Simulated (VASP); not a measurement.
Input for VASP

**KPOINTS**
```
Automatic mesh
0
Gamma
5 5 5
0 0 0
```

**POSCAR**
```
InSb
1
    0.0000000000     3.2399838348     3.2399585393
    3.2400107454     0.0000000000     3.2399595906
    3.2400647623     3.2400338269     0.0000000000
In Sb
1 1
Direct
  0.0000000000   0.0000000000   0.0000000000
  0.2500000000   0.2500000000   0.2500000000
```

**INCAR**
```
SYSTEM = InSb
PREC = Accurate
ENCUT = 400
EDIFF = 1E-6
NELM = 100
ALGO = Normal
LREAL = .FALSE.
LASPH = .TRUE.
ISMEAR = 0
SIGMA = 0.05
GGA = PE
LMAXMIX = 4
LWAVE = .FALSE.
LCHARG = .FALSE.
ISIF = 2
```

POTCAR, in this order: In_d Sb (PBE.64 set). Program: vasp_std.

Q: What happens when VASP runs on this input?

A: There is a fault: the lattice vectors carry noise near SYMPREC. VASP stops with an error: IBZKPT: not all point group operations associated with the symmetry operators of the crystalline lattice are members of the point group of the reciprocal lattice. ----> I REFUSE TO CONTINUE WITH THIS SICK JOB ... BYE!!! <----

**standard output**
```
 POSCAR found type information on POSCAR InSb
 POSCAR found :  2 types and       2 ions
 Reading from existing POTCAR
 Reading from existing POTCAR
 LDA part: xc-table for (Slater+PW92), standard interpolation

 -----------------------------------------------------------------------------
|                                                                             |
|     EEEEEEE  RRRRRR   RRRRRR   OOOOOOO  RRRRRR      ###     ###     ###     |
|     E        R     R  R     R  O     O  R     R     ###     ###     ###     |
|     E        R     R  R     R  O     O  R     R     ###     ###     ###     |
|     EEEEE    RRRRRR   RRRRRR   O     O  RRRRRR       #       #       #      |
|     E        R   R    R   R    O     O  R   R                               |
|     E        R    R   R    R   O     O  R    R      ###     ###     ###     |
|     EEEEEEE  R     R  R     R  OOOOOOO  R     R     ###     ###     ###     |
|                                                                             |
|     IBZKPT: not all point group operations associated with the symmetry     |
|     operators of the crystalline lattice are members of the point group     |
|     of the reciprocal lattice.                                              |
|                                                                             |
|       ---->  I REFUSE TO CONTINUE WITH THIS SICK JOB ... BYE!!! <----       |
|                                                                             |
 -----------------------------------------------------------------------------
```

To mend it, correct POSCAR.
### POSCAR
```
InSb
1
    0.0000000000     3.2400000000     3.2400000000
    3.2400000000     0.0000000000     3.2400000000
    3.2400000000     3.2400000000     0.0000000000
In Sb
1 1
Direct
  0.0000000000   0.0000000000   0.0000000000
  0.2500000000   0.2500000000   0.2500000000
```
The mended run (PBE GGA, plane waves, VASP's PBE PAW potentials (set 64)) converges, and its OSZICAR ends with
```
   1 F= -.68524082E+01 E0= -.68520997E+01  d E =-.617049E-03
```

The compound is InSb in the zinc blende structure. The cell was not relaxed at this level.
